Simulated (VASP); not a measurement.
Data:

```
CELL_PARAMETERS angstrom
      2.11340    -3.66052     0.00000
      2.11340     3.66052     0.00000
      0.00000     0.00000     5.86389
ATOMIC_POSITIONS crystal
  Te 0.00000 0.28208 0.66667
  Te 0.71792 0.71792 0.00000
  Te 0.28208 0.00000 0.33333
```

Calculation: PBE GGA with D4 dispersion, VASP's PBE PAW potentials (set 64) (plane waves; VASP). Run with 520 eV cut-off, 6×6×4 Γ-centred mesh, Gaussian smearing of 0.050 eV, potentials Te.

Task: The ions and cell shape at fixed volume are relaxed. Which structure does the run end with?

Result: 
```
CELL_PARAMETERS angstrom
      2.09152    -3.62263     0.00000
      2.09152     3.62263     0.00000
      0.00000     0.00000     5.98721
ATOMIC_POSITIONS crystal
  Te 0.00000 0.29194 0.66667
  Te 0.70806 0.70806 0.00000
  Te 0.29194 0.00000 0.33333
```
Space group P3_121 (152), at a tolerance of 0.03 Å.

Task: How much energy does the relaxation gain?

Result: The energy (σ→0) changes by -9.3 meV/atom, in 9 ionic steps.

The compound is Te in the trig structure. This cell is one point of a volume scan, at 0.94 of the reference volume. Symmetry was kept, so distortions that lower it aren't found.
